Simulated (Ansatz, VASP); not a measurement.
# One calculation of NaGaF2, two programs

```
CELL_PARAMETERS angstrom
3.34621 0.00000 0.00000
-1.67310 2.89790 0.00000
0.00000 0.00000 6.25946
ATOMIC_POSITIONS crystal
Na 0.00000 0.00000 0.00000
Ga 0.00000 0.00000 0.50000
F 0.33333 0.66667 0.78304
F 0.66667 0.33333 0.21696
```

Alike in both runs: functional PBE; k mesh 6 × 6 × 4; occupations gaussian, width 0.1 eV; no spin polarisation.

Ansatz relaxed the structure, and its values are those at the end. VASP's run is a single point on that final structure, the one shown.

```csv
,VASP,Ansatz
version,VASP 6.6.1,Ansatz 0.2.0
potentials or method,"VASP PAW PBE potentials, release 64 (Na_pv, Ga_d, F)","scalar-relativistic, plane waves, PAW"
plane-wave cutoff (eV),520,420
valence electrons in the cell,34,36
```

|  | VASP | Ansatz | Ansatz less VASP |
| --- | --- | --- | --- |
| gap on the k mesh at the Fermi level (eV) | 2.23 | 2.23 | +0.002 |
| least direct gap on the mesh (eV) | 2.52 | 2.52 | +0.002 |
| pressure (GPa) | 0.0 | 0.1 | +0.14 |

The two sets of potentials don't hold the same shells in valence.

A k mesh can miss the band edges. PBE gaps usually lie below the measured ones, often by a third to a half.
